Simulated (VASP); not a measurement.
An input for Quantum ESPRESSO's pw.x (written as the equivalent of a VASP run, and not itself run):

```
&CONTROL
  calculation = 'scf'
  pseudo_dir = './pseudo'
  outdir = './out'
  tprnfor = .true.
  tstress = .true.
/
&SYSTEM
  ibrav = 0
  nat = 2
  ntyp = 2
  ecutwfc = 82.3
  occupations = 'smearing'
  smearing = 'gaussian'
  degauss = 0.000735
  input_dft = 'pbe'
/
&ELECTRONS
  conv_thr = 7.3e-10
  electron_maxstep = 100
/
ATOMIC_SPECIES
  Ba 137.327 Ba.upf
  Te 127.600 Te.upf
CELL_PARAMETERS angstrom
     0.0000000    3.5460580    3.5460580
     3.5460580    0.0000000    3.5460580
     3.5460580    3.5460580    0.0000000
ATOMIC_POSITIONS crystal
  Ba   0.0000000  0.0000000  0.0000000
  Te   0.5000000  0.5000000  0.5000000
K_POINTS automatic
  4 4 4 0 0 0
```

### Question
Translate this input to VASP (INCAR, KPOINTS, POSCAR, choice of POTCAR).

### Answer
This is not unique; one that fits is 
### INCAR
```
! general
SYSTEM = BaTe
PREC   = Normal
ENCUT  = 500
LREAL  = .FALSE.
LASPH  = .TRUE.

! electronic loop
EDIFF  = 1E-8
NELM   = 100
ALGO   = Normal

! smearing
ISMEAR = 0
SIGMA  = 0.01

! functional
GGA    = PE

! output
LWAVE  = .TRUE.
LCHARG = .FALSE.
```

POSCAR:
```
BaTe
1
    0.0000000000     3.5460580000     3.5460580000
    3.5460580000     0.0000000000     3.5460580000
    3.5460580000     3.5460580000     0.0000000000
Ba Te
1 1
Direct
  0.0000000000   0.0000000000   0.0000000000
  0.5000000000   0.5000000000   0.5000000000
```

KPOINTS:
```
Automatic mesh
0
Gamma
4 4 4
0 0 0
```

POTCAR, in this order: Ba_sv_GW Te_GW (PBE.64 set). Program: vasp_std.

Limits of the translation: the potentials are each code's own (VASP's PAW set, PseudoDojo norm-conserving files in pw.x), so ENCUT and ecutwfc are chosen apart and not converted; conv_thr bounds pw.x's estimated SCF error, while EDIFF bounds the energy change between steps.

The compound is BaTe in the rock salt structure. This cell is one point of a volume scan, at 1.04 of the reference volume.
